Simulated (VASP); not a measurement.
# RbYMg6 (Amm2) in VASP: notebook

One crystal, RbYMg6, is run at these levels: LDA, AM05, PBE+D3; tasks: single point, electrostatic potential.

Everything below comes from runs of VASP 6.6.1. Logs are shortened: lines on timing, memory, paths and dates and some standing lists are left out, and cuts for length are marked.

### 1 The crystal as given

It takes space group Amm2 (No. 38, orthorhombic). The conventional cell has a = 5.472 Å, b = 7.057 Å, c = 11.765 Å, α = 90.00°, β = 90.00°, γ = 90.00°. Y (site symmetry mm2) is surrounded by 10 Mg at 3.25 to 3.61 Å and 2 Rb at 3.62 Å. Around Rb (site symmetry mm2) lie 10 Mg at 3.37 to 3.53 Å and 2 Y at 3.62 Å. Around Mg (site symmetry mm2) lie 10 Mg at 3.33 to 3.44 Å and 2 Rb at 3.53 Å. Mg (site symmetry m) has 2 Y at 3.28 Å and 8 Mg at 3.32 to 3.74 Å and 2 Rb at 3.37 to 3.50 Å as nearest neighbours. Around Mg (site symmetry mm2) lie 10 Mg at 3.41 to 3.44 Å and 2 Y at 3.53 Å. Around Mg (site symmetry m) lie 2 Y at 3.25 to 3.61 Å and 7 Mg at 3.31 to 3.43 Å and 2 Rb at 3.40 Å.

The cell comes from a database or a generator and needn't be the stable form of this composition.

### 2 Single point, LDA

INCAR reads:

```
SYSTEM = RbYMg6
ALGO = Normal ; EDIFF = 1E-7
ENCUT = 500 ; ISIF = 2
ISMEAR = 0 ; LASPH = .TRUE.
LCHARG = .TRUE. ; LELF = .TRUE.
LREAL = .FALSE. ; LVHAR = .TRUE.
LWAVE = .FALSE. ; NELM = 60
PREC = Accurate ; SIGMA = 0.02
```

KPOINTS reads:

```
k-points
0
G
  5 5 5
  0 0 0
```

POSCAR reads:

```
RbYMg6
1.0
    5.4724020000      0.0000000000      0.0000000000
    0.0000000000      3.5283340000      5.8827210000
    0.0000000000     -3.5283340000      5.8827210000
Y Rb Mg
1 1 6
Cartesian
    2.7362010000      0.0000000000      4.1103630517
    0.0000000000      0.0000000000      1.7454386170
    0.0000000000      0.0000000000      7.8276309207
    0.0000000000     -1.6600388070      4.8292903851
    0.0000000000      1.6600388070      4.8292903851
    2.7362010000      0.0000000000      9.9110200937
    2.7362010000     -1.6525375689      6.9043731561
    2.7362010000      1.6525375689      6.9043731561
```

Potentials or basis: VASP PAW LDA potentials, release 64 (Y_sv, Rb_pv, Mg).

Run with:

```console
cat potpaw_LDA.64/Y_sv/POTCAR potpaw_LDA.64/Rb_pv/POTCAR potpaw_LDA.64/Mg/POTCAR > POTCAR
mpirun -np 1 vasp_std > vasp.out
```

OUTCAR:

```text
SYSTEM = RbYMg6
   EDIFF = 1E-7
   ENCUT = 500
   ISIF = 2
   ISMEAR = 0
   LASPH = .TRUE.
   LREAL = .FALSE.
   NELM = 60
   PREC = Accurate

 ion  position               nearest neighbor table
   1  0.500  0.349  0.349-   7 3.25   8 3.25   4 3.28   5 3.28   4 3.28   5 3.28   6 3.53   6 3.53
                             7 3.61   8 3.61   2 3.62   2 3.62
   2  0.000  0.148  0.148-   4 3.37   5 3.37   7 3.40   8 3.40   7 3.40   8 3.40   4 3.50   5 3.50
                             3 3.53   3 3.53   1 3.62   1 3.62   6 4.52   6 4.52
   3  0.000  0.665  0.665-   7 3.33   8 3.33   7 3.33   8 3.33   4 3.43   5 3.43   4 3.44   5 3.44
                             6 3.44   6 3.44   2 3.53   2 3.53
   4  0.000  0.175  0.646-   1 3.28   1 3.28   5 3.32   2 3.37   6 3.41   6 3.41   3 3.43   7 3.43
                             7 3.43   3 3.44   2 3.50
   5  0.000  0.646  0.175-   1 3.28   1 3.28   4 3.32   2 3.37   6 3.41   6 3.41   3 3.43   8 3.43
                             8 3.43   3 3.44   2 3.50
   6  0.500  0.842  0.842-   4 3.41   5 3.41   4 3.41   5 3.41   7 3.43   8 3.43   7 3.43   8 3.43
                             3 3.44   3 3.44   1 3.53   1 3.53   2 4.52   2 4.52
   7  0.500  0.353  0.821-   1 3.25   8 3.31   3 3.33   3 3.33   2 3.40   2 3.40   6 3.43   6 3.43
                             4 3.43   4 3.43   1 3.61
   8  0.500  0.821  0.353-   1 3.25   7 3.31   3 3.33   3 3.33   2 3.40   2 3.40   6 3.43   6 3.43
                             5 3.43   5 3.43   1 3.61

  LATTYP: Found a base centered orthorhombic cell.
 ALAT       =     7.0566680000
 B/A-ratio  =     1.6672800818
 C/A-ratio  =     0.7754937599

  Lattice vectors:

 A1 = (   0.0000000000,   3.5283340000,  -5.8827210000)
 A2 = (   0.0000000000,   3.5283340000,   5.8827210000)
 A3 = (   5.4724020000,   0.0000000000,   0.0000000000)

Analysis of symmetry for initial positions (statically):
=====================================================================
 Subroutine PRICEL returns:
 Original cell was already a primitive cell.

 Routine SETGRP: Setting up the symmetry group for a
 base centered orthorhombic supercell.

 Subroutine GETGRP returns: Found  4 space group operations
 (whereof  4 operations were pure point group operations)
 out of a pool of  8 trial point group operations.

The static configuration has the point symmetry C_2v.

Analysis of symmetry for dynamics (positions and initial velocities):
=====================================================================
 Subroutine PRICEL returns:
 Original cell was already a primitive cell.

 Routine SETGRP: Setting up the symmetry group for a
 base centered orthorhombic supercell.

 Subroutine GETGRP returns: Found  4 space group operations
 (whereof  4 operations were pure point group operations)
 out of a pool of  8 trial point group operations.

The dynamic configuration has the point symmetry C_2v.

 Subroutine INISYM returns: Found  4 space group operations
 (whereof  4 operations are pure point group operations),
 and found     1 'primitive' translations

----------------------------------------------------------------------------------------

                                     Primitive cell

  volume of cell :     227.1726

  direct lattice vectors                    reciprocal lattice vectors
     5.472402000  0.000000000  0.000000000     0.182735113  0.000000000  0.000000000
     0.000000000  3.528334000  5.882721000     0.000000000  0.141709940  0.084994682
     0.000000000 -3.528334000  5.882721000     0.000000000 -0.141709940  0.084994682

  length of vectors
     5.472402000  6.859704599  6.859704599     0.182735113  0.165244676  0.165244676

  position of ions in fractional coordinates (direct lattice)
     0.500000000  0.349359000  0.349359000
     0.000000000  0.148353000  0.148353000
     0.000000000  0.665307000  0.665307000
     0.000000000  0.175220000  0.645708000
     0.000000000  0.645708000  0.175220000
     0.500000000  0.842384000  0.842384000
     0.500000000  0.352654000  0.821016000
     0.500000000  0.821016000  0.352654000

  ion indices of the primitive-cell ions
   primitive index   ion index
                 1           1
                 2           2
                 3           3
                 4           4
                 5           5
                 6           6
                 7           7
                 8           8

----------------------------------------------------------------------------------------

 KPOINTS: k-points

Automatic generation of k-mesh.
 Grid dimensions read from file:
 generate k-points for:    5    5    5

 Generating k-lattice:

  Cartesian coordinates                     Fractional coordinates (reciprocal lattice)
     0.036547023  0.000000000  0.000000000     0.200000000  0.000000000  0.000000000
     0.000000000  0.028341988  0.016998936     0.000000000  0.200000000  0.000000000
     0.000000000 -0.028341988  0.016998936     0.000000000  0.000000000  0.200000000

  Length of vectors
     0.036547023  0.033048935  0.033048935

  Shift w.r.t. Gamma in fractional coordinates (k-lattice)
     0.000000000  0.000000000  0.000000000

 Subroutine IBZKPT returns following result:
 ===========================================

 Found     27 irreducible k-points:

 Following reciprocal coordinates:
            Coordinates               Weight
  0.000000  0.000000  0.000000      1.000000
  0.200000  0.000000  0.000000      2.000000
  0.400000  0.000000  0.000000      2.000000
  0.000000  0.200000  0.000000      4.000000
  0.200000  0.200000  0.000000      8.000000
  0.400000  0.200000  0.000000      8.000000
[... 16 lines left out ...]
  0.200000  0.400000  0.400000      4.000000
  0.400000  0.400000  0.400000      4.000000
 [... further k-points ...]
   k-points           NKPTS =     27   k-points in BZ     NKDIM =     27   number of bands    NBANDS=     20
   number of dos      NEDOS =    301   number of ions     NIONS =      8
   total plane-waves  NPLWV = 100000
   dimension x,y,z NGX =    40 NGY =   50 NGZ =   50
   dimension x,y,z NGXF=    80 NGYF=  100 NGZF=  100
   ions per type =               1   1   6
   NGX,Y,Z   is equivalent  to a cutoff of  12.15, 12.12, 12.12 a.u.
   NGXF,Y,Z  is equivalent  to a cutoff of  24.30, 24.24, 24.24 a.u.
 SYSTEM =  RbYMg6
   PREC   = accura    normal or accurate (medium, high low for compatibility)
   ISTART =      0    job   : 0-new  1-cont  2-samecut
   ICHARG =      2    charge: 1-file 2-atom 10-const
   ISPIN  =      1    spin polarized calculation?
   LNONCOLLINEAR =      F non collinear calculations
   LSORBIT =      F    spin-orbit coupling
   LASPH  =      T    aspherical Exc in radial PAW
   ENCUT  =  500.0 eV  36.75 Ry    6.06 a.u.   9.98 12.51 12.51*2*pi/ulx,y,z
   NELM   =     60;   NELMIN=  2; NELMDL= -5     # of ELM steps
   EDIFF  = 0.1E-06   stopping-criterion for ELM
   LREAL  =      F    real-space projection
   EDIFFG = 0.1E-05   stopping-criterion for IOM
   NSW    =      0    number of steps for IOM
   IBRION =     -1    ionic relax: 0-MD 1-quasi-New 2-CG
   NFREE  =      0    steps in history (QN), initial steepest desc. (CG)
   ISIF   =      2    stress and relaxation
   ISYM   =      2    0-nonsym 1-usesym 2-fastsym
   POTIM  = 0.5000    time-step for ionic-motion
   TEBEG  =    0.0;   TEEND  =   0.0 temperature during run
   PSTRESS=    0.0 pullay stress
   NELECT =      30.0000    total number of electrons
   NUPDOWN=      -1.0000    fix difference up-down
   EMIN   =  10.00;   EMAX   =-10.00  energy-range for DOS
   EFERMI =   0.00;   METHOD = LEGACY
   ISMEAR =     0;   SIGMA  =   0.02  broadening in eV -4-tet -1-fermi 0-gaus
   EFERMI_NEDOS =   21; number of points for ismear=-14 and -15
   IALGO  =     38    algorithm
   IMIX   =      4    mixing-type and parameters
     AMIX     =   0.40;   BMIX     =  1.00
     AMIX_MAG =   1.60;   BMIX_MAG =  1.00
  volume/ion in A,a.u.               =      28.40       191.63
  Fermi-wavevector in a.u.,A,eV,Ry     =   0.833675  1.575417  9.456232  0.695013
  Thomas-Fermi vector in A             =   1.946938
   LORBIT       =      0    0 simple, 1 ext, 2 COOP (PROOUT), +10 PAW based schemes
   GGA     = CA    functional components
   LHFCALC =     F    Hartree Fock is set to
   AEXX    =    0.0000 exact exchange contribution
   IVDW    =     0    specifies the selected vdW correction
   LEPSILON=     F    determine dielectric tensor
   LRPA    =     F    only Hartree local field effects (RPA)
 non-spin polarized calculation
 Gauss-broadening in eV      SIGMA  =   0.02
  energy-cutoff  :      500.00
  volume of cell :      227.17
 maximum number of plane-waves:      5798
 NGX is ok and might be reduce to    40
   NGX = 19   NGY = 25   NGZ = 25

 number of electron      30.0000001 magnetization

 Free energy of the ion-electron system (eV)
  ---------------------------------------------------
  ext. energy  EPLUGINS =         0.00000000
  ---------------------------------------------------
  free energy    TOTEN  =       -17.19599976 eV

  energy without entropy =      -17.19450812  energy(sigma->0) =      -17.19525394

 E-fermi :   1.5812     XC(G=0):  -8.4870

 val. band max:        1.5657531866   @ k =   0.0000   0.4000   0.2000
 cond. band min:       1.5861925296   @ k =   0.2000  -0.4000   0.4000
 fundamental gap:      0.0204393430
 Fermi energy:         1.5811573142

 k-point     1 :       0.0000    0.0000    0.0000
  band No.  band energies     occupation
      1     -41.3758      2.00000
      2     -21.5318      2.00000
      3     -21.4992      2.00000
      4     -21.4285      2.00000
      5     -10.3229      2.00000
      6     -10.3129      2.00000
[... 12 lines left out ...]
     19       3.2255      0.00000
     20       3.3313      0.00000

 k-point     2 :       0.2000    0.0000    0.0000
  band No.  band energies     occupation
      1     -41.3758      2.00000
      2     -21.5328      2.00000
      3     -21.4993      2.00000
      4     -21.4284      2.00000
      5     -10.3199      2.00000
      6     -10.3105      2.00000
[... 12 lines left out ...]
     19       2.5091      0.00000
     20       2.8894      0.00000

 k-point     3 :       0.4000    0.0000    0.0000
  band No.  band energies     occupation
      1     -41.3758      2.00000
      2     -21.5345      2.00000
      3     -21.4995      2.00000
      4     -21.4282      2.00000
      5     -10.3326      2.00000
      6     -10.3151      2.00000
[... 12 lines left out ...]
     19       1.9531      0.00000
     20       2.5698      0.00000

 k-point     4 :       0.0000    0.2000    0.0000
  band No.  band energies     occupation
      1     -41.3758      2.00000
      2     -21.5318      2.00000
      3     -21.4993      2.00000
      4     -21.4286      2.00000
      5     -10.3256      2.00000
      6     -10.3160      2.00000
[... 12 lines left out ...]
     19       3.0210      0.00000
     20       3.2146      0.00000

 k-point     5 :       0.2000    0.2000    0.0000
  band No.  band energies     occupation
      1     -41.3758      2.00000
      2     -21.5328      2.00000
      3     -21.4994      2.00000
      4     -21.4285      2.00000
      5     -10.3224      2.00000
      6     -10.3135      2.00000
[... 12 lines left out ...]
     19       2.7891      0.00000
     20       3.1578      0.00000
[... 353 lines left out ...]
      6     -10.3187      2.00000
[... 12 lines left out ...]
     19       2.7356      0.00000
     20       2.7695      0.00000

 k-point    22 :       0.0000    0.4000    0.4000
  band No.  band energies     occupation
      1     -41.3758      2.00000
      2     -21.5318      2.00000
      3     -21.4996      2.00000
      4     -21.4287      2.00000
      5     -10.3366      2.00000
      6     -10.3162      2.00000
[... 12 lines left out ...]
     19       2.6562      0.00000
     20       2.9724      0.00000

 k-point    23 :       0.2000    0.4000    0.4000
  band No.  band energies     occupation
      1     -41.3758      2.00000
      2     -21.5328      2.00000
      3     -21.4997      2.00000
      4     -21.4285      2.00000
      5     -10.3324      2.00000
      6     -10.3139      2.00000
[... 12 lines left out ...]
     19       3.0506      0.00000
     20       3.2152      0.00000

 k-point    24 :       0.4000    0.4000    0.4000
  band No.  band energies     occupation
      1     -41.3758      2.00000
      2     -21.5346      2.00000
      3     -21.4999      2.00000
      4     -21.4283      2.00000
      5     -10.3300      2.00000
      6     -10.3256      2.00000
[... 12 lines left out ...]
     19       2.8430      0.00000
     20       3.2926      0.00000

 [... further k-points ...]

------------------------ aborting loop because EDIFF is reached ----------------------------------------

  FORCE on cell =-STRESS in cart. coord.  units (eV):
  Direction    XX          YY          ZZ          XY          YZ          ZX
  --------------------------------------------------------------------------------------
  -------------------------------------------------------------------------------------
  Total       -3.1629406     -3.0459568     -2.6759450      0.0000000      0.0000000      0.0000000
  in kB      -22.3072319    -21.4821818    -18.8726045      0.0000000      0.0000000      0.0000000
  external PRESSURE =     -20.8873394 kB  Pullay stress =       0.0000000 kB

 VOLUME and BASIS-vectors are now :
 -----------------------------------------------------------------------------
  energy-cutoff  :      500.00
  volume of cell :      227.17
      direct lattice vectors                 reciprocal lattice vectors
     5.472402000  0.000000000  0.000000000     0.182735113  0.000000000  0.000000000
     0.000000000  3.528334000  5.882721000     0.000000000  0.141709940  0.084994682
     0.000000000 -3.528334000  5.882721000     0.000000000 -0.141709940  0.084994682

 POSITION                                       TOTAL-FORCE (eV/Angst)
 -----------------------------------------------------------------------------------
      2.73620      0.00000      4.11036         0.000000      0.000000      0.091883
      0.00000      0.00000      1.74544         0.000000      0.000000     -0.067441
      0.00000      0.00000      7.82763         0.000000      0.000000     -0.010635
      0.00000     -1.66004      4.82929         0.000000      0.042604     -0.056085
      0.00000      1.66004      4.82929         0.000000     -0.042604     -0.056085
      2.73620      0.00000      9.91102         0.000000      0.000000      0.061293
      2.73620     -1.65254      6.90437         0.000000      0.135674      0.018535
      2.73620      1.65254      6.90437         0.000000     -0.135674      0.018535
 -----------------------------------------------------------------------------------
    total drift:                               -0.000000      0.000000      0.000224

  FREE ENERGIE OF THE ION-ELECTRON SYSTEM (eV)
  ---------------------------------------------------
  free  energy   TOTEN  =       -17.1959997619 eV

  energy  without entropy=      -17.1945081224  energy(sigma->0) =      -17.19525394
```

Wall time 63 s (1 thread of Intel Xeon 6975P-C (Granite Rapids), shared host); peak memory 0.34 GiB.

What came out:

- Free energy: -17.1960 eV
- Pressure: -2.1 GPa
- Largest force: 0.137 eV/Å
- Band gap on the k mesh: none (metal or under the smearing width)

Forces in eV/Å, atoms in the order of the input:
```
Y    0.000  0.000  0.092
Rb   0.000  0.000 -0.067
Mg   0.000  0.000 -0.011
Mg   0.000  0.043 -0.056
Mg   0.000 -0.043 -0.056
Mg   0.000  0.000  0.061
Mg   0.000  0.136  0.019
Mg   0.000 -0.136  0.019
```

Levels at points of the mesh, in eV from the Fermi level:
| k point | band 13 | band 14 | band 15 | band 16 | band 17 | band 18 |
| --- | --- | --- | --- | --- | --- | --- |
| (0.00, 0.00, 0.00) | -1.31 | -0.74 | -0.44 | 0.04 | 0.37 | 1.00 |

### 3 Single point, LDA

run.py reads:

```python
from ase.calculators.vasp import Vasp
from ase.dft.bandgap import bandgap
from ase.io import read

atoms = read('RbYMg6.cif')
calc = Vasp(
    directory='calc',
    xc='lda',
    pp='LDA',
    setups='minimal',
    prec='Accurate',
    encut=500,
    ediff=1e-07,
    ismear=0,
    sigma=0.02,
    lreal=False,
    lasph=True,
    nelm=100,
    algo='Normal',
    isif=2,
    lwave=False,
    lcharg=False,
    kpts=[5, 5, 5],
    gamma=True,
)
atoms.calc = calc

print('energy (eV):', atoms.get_potential_energy())
print('free energy (eV):', atoms.get_potential_energy(force_consistent=True))
print('forces (eV/A):')
print(atoms.get_forces())
print('stress (eV/A^3, Voigt):', atoms.get_stress())
print('Fermi level (eV):', calc.get_fermi_level())
gap, top, bottom = bandgap(calc)
print('band gap (eV):', gap, 'from (spin, k, band)', top, 'to', bottom)
```

RbYMg6.cif reads:

```cif
data_RbYMg6
_cell_length_a 5.47240200
_cell_length_b 6.85970460
_cell_length_c 6.85970460
_cell_angle_alpha 61.90891134
_cell_angle_beta 90.00000000
_cell_angle_gamma 90.00000000
_space_group_name_H-M_alt 'P1'
_space_group_name_Hall 'P 1'
_space_group_IT_number 1
loop_
_space_group_symop_operation_xyz
'x,y,z'
loop_
_atom_site_label
_atom_site_type_symbol
_atom_site_symmetry_multiplicity
_atom_site_Wyckoff_symbol
_atom_site_fract_x
_atom_site_fract_y
_atom_site_fract_z
_atom_site_occupancy
Y1 Y 1 a 0.5000000000 0.3493590000 0.3493590000 1
Rb1 Rb 1 a 0.0000000000 0.1483530000 0.1483530000 1
Mg1 Mg 1 a 0.0000000000 0.6653070000 0.6653070000 1
Mg2 Mg 1 a 0.0000000000 0.1752200000 0.6457080000 1
Mg3 Mg 1 a 0.0000000000 0.6457080000 0.1752200000 1
Mg4 Mg 1 a 0.5000000000 0.8423840000 0.8423840000 1
Mg5 Mg 1 a 0.5000000000 0.3526540000 0.8210160000 1
Mg6 Mg 1 a 0.5000000000 0.8210160000 0.3526540000 1
```

Potentials or basis: VASP PAW LDA potentials, release 64 (Y_sv, Rb_pv, Mg).

Run with:

```console
python run.py
```

Wall time 66 s (1 thread of Intel Xeon 6975P-C (Granite Rapids), shared host); peak memory 0.34 GiB.

The run converged. Its results:

```
Free energy            : -17.1960 eV
Pressure               : -2.1 GPa
Largest force          : 0.137 eV/Å
Band gap on the k mesh : none (metal or under the smearing width)
```

Forces on the atoms (eV/Å):
```
Y    0.000  0.079  0.047
Rb   0.000 -0.058 -0.035
Mg   0.000 -0.009 -0.005
Mg   0.000 -0.026 -0.065
Mg   0.000 -0.070  0.008
Mg   0.000  0.053  0.032
Mg   0.000  0.086 -0.107
Mg   0.000 -0.054  0.126
```

Stress tensor (GPa, compression positive):
```
-2.23  0.00  0.00
 0.00 -1.96  0.12
 0.00  0.12 -2.08
```

Levels at points of the mesh, in eV from the Fermi level:
```
           k point  band 11  band 12  band 13  band 14  band 15  band 16  band 17  band 18  band 19  band 20
(0.00, 0.00, 0.00)    -2.07    -1.66    -1.31    -0.74    -0.44     0.04     0.37     1.00     1.64     1.75
```

[end of part 1 of 2]
